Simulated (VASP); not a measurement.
Runs of VASP 6.6.1 on MgO (Periclase). It takes space group Fm-3m (No. 225, cubic). The conventional cell has a = 4.208 Å, b = 4.208 Å, c = 4.208 Å, α = 90.00°, β = 90.00°, γ = 90.00°. Mg (site symmetry m-3m) is surrounded by 6 O at 2.10 Å. O (site symmetry m-3m) has 6 Mg at 2.10 Å as nearest neighbours. 

```csv
task,cell,gap on the mesh (eV),pressure (GPa)
relaxation of the atoms,atoms relaxed from: a relaxed cell with its volume scaled by 0.94,(a),11.4
relaxation of the atoms,atoms relaxed,4.66,0.0
relaxation of cell and atoms,relaxed,4.66,0.0
relaxation of the atoms,atoms relaxed from: a relaxed cell with its volume scaled by 1.06,4.12,-8.3
relaxation of the atoms,atoms relaxed from: a relaxed cell with its volume scaled by 0.96,5.07,7.2
relaxation of the atoms,atoms relaxed from: a relaxed cell with its volume scaled by 0.98,4.86,3.4
relaxation of the atoms,atoms relaxed from: a relaxed cell with its volume scaled by 1.02,(b),-3.1
```

Alike in all rows: level PBEsol; potentials or basis VASP PAW PBE potentials, release 64 (Mg, O); no spin polarisation; k mesh 12 × 12 × 12; cutoff (eV) 600; smearing gaussian 0.03 eV.

Question: Estimate the missing entries.

Answer: (a) 5.29; (b) 4.48.

Caveats: the PAW data sets were made with another functional, which shifts forces and pressure a little; the relaxation stopped at its first step, so nothing moved (some runs).

A k mesh can miss the band edges.

Runs at the PBE level aren't shown here.
